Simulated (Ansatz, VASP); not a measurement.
**LiCaF3: VASP beside Ansatz**

File INCAR:

```
PREC = Accurate
ENCUT = 520
EDIFF = 1E-6
ISMEAR = 0
SIGMA = 0.05
LREAL = False
LASPH = True
NELM = 100
ALGO = Fast
ISIF = 2
LWAVE = False
LCHARG = False
GGA = PE
NBANDS = 25
```

File KPOINTS:

```
regular mesh
0
Gamma
  8 8 8
```

Contents of POSCAR:

```
LiCaF3
1.0
    3.8126323455      0.4584103407      0.4584103407
    0.4584103407      3.8126323455      0.4584103407
    0.4584103407      0.4584103407      3.8126323455
Li Ca F
1 1 3
Direct
    0.5000000000      0.5000000000      0.5000000000
    0.0000000000      0.0000000000      0.0000000000
    0.0000000000      0.5000000000      0.5000000000
    0.5000000000      0.5000000000      0.0000000000
    0.5000000000      0.0000000000      0.5000000000
```

Input for Ansatz:

```yaml
crystal:
  lattice:
    - [3.8126323455, 0.4584103407, 0.4584103407]
    - [0.4584103407, 3.8126323455, 0.4584103407]
    - [0.4584103407, 0.4584103407, 3.8126323455]
  atoms:
    - { symbol: Li, position: [0.5, 0.5, 0.5] }
    - { symbol: Ca, position: [0.0, 0.0, 0.0] }
    - { symbol: F, position: [0.0, 0.5, 0.5] }
    - { symbol: F, position: [0.5, 0.5, 0.0] }
    - { symbol: F, position: [0.5, 0.0, 0.5] }
basis:
  ecutwfc: 420
kpoints:
  mp_grid: { grid: [8, 8, 8] }
hamiltonian:
  xc: pbe
scf:
  occupations: { method: gaussian, width: 0.05 }
output:
  forces: true
  stress: true
  eigenvalues: true
```

Alike in both runs: task single point; functional PBE; k mesh 8 × 8 × 8; occupations gaussian, width 0.05 eV; no spin polarisation.

|  | VASP | Ansatz |
| --- | --- | --- |
| version | VASP 6.6.1 | Ansatz 0.2.0 |
| potentials or method | VASP PAW PBE potentials, release 64 (Li_sv, Ca_sv, F) | scalar-relativistic, plane waves, PAW |
| plane-wave cutoff (eV) | 520 | 420 |
| valence electrons in the cell | 34 | 34 |

VASP gave:

```
gap on the k mesh at the Fermi level (eV) : 4.80
least direct gap on the mesh (eV)         : 4.85
```

Task: What did Ansatz give for the same quantities?

Result: gap on the k mesh at the Fermi level (eV): 4.82; least direct gap on the mesh (eV): 4.87.

 A k mesh can miss the band edges.
